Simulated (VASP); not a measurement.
Calculation: PBE GGA, VASP's PBE PAW potentials (set 64) (plane waves; VASP).

VASP ran on this input.

**INCAR**
```
SYSTEM  =  MnF2
PREC  =  Accurate; ENCUT  =  620; LREAL  =  .FALSE.
LASPH  =  .TRUE.
EDIFF  =  1E-6; NELM  =  100; ALGO  =  Normal
LMAXMIX  =  4
ISMEAR  =  0; SIGMA  =  0.05
GGA  =  PE
MAGMOM  =  4.5 -4.5 -0.0 2*0.0 -0.0
ISPIN  =  2
IBRION  =  2; NSW  =  40; ISIF  =  3
EDIFFG  =  -0.02; PSTRESS  =  300
LWAVE  =  .FALSE.; LCHARG  =  .FALSE.; LORBIT  =  10
```

### KPOINTS
```
Automatic
0
G
5 5 7
0 0 0
```

File POSCAR:
```
MnF2
1
    4.6155840656     0.0000000000     0.0000000000
    0.0000000000     4.6155840656     0.0000000000
    0.0000000000     0.0000000000     3.2242968931
Mn F
2 4
Direct
  0.0000000000   0.0000000000   0.0000000000
  0.5000000000   0.5000000000   0.5000000000
  0.3034092053   0.3034092053   0.0000000000
  0.8034092053   0.1965907947   0.5000000000
  0.1965907947   0.8034092053   0.5000000000
  0.6965907947   0.6965907947   0.0000000000
```

POTCAR, in this order: Mn_pv F (PBE.64 set). Program: vasp_std.

Task: What will the output report for the number of irreducible k-points (NKPTS), largest plane-wave count, number of space-group operations, FFT grid (NGX, NGY, NGZ)?

Result: 
```json
{
  "number of irreducible k-points (NKPTS)": "24",
  "largest_plane_wave_count": "2425",
  "number_of_space_group_operations": "16",
  "FFT grid (NGX, NGY, NGZ)": "40 × 40 × 28"
}
```

The compound is MnF2 in the rutile structure. This run relaxes it under an external pressure of 30 GPa. Symmetry was kept, so distortions that lower it aren't found.
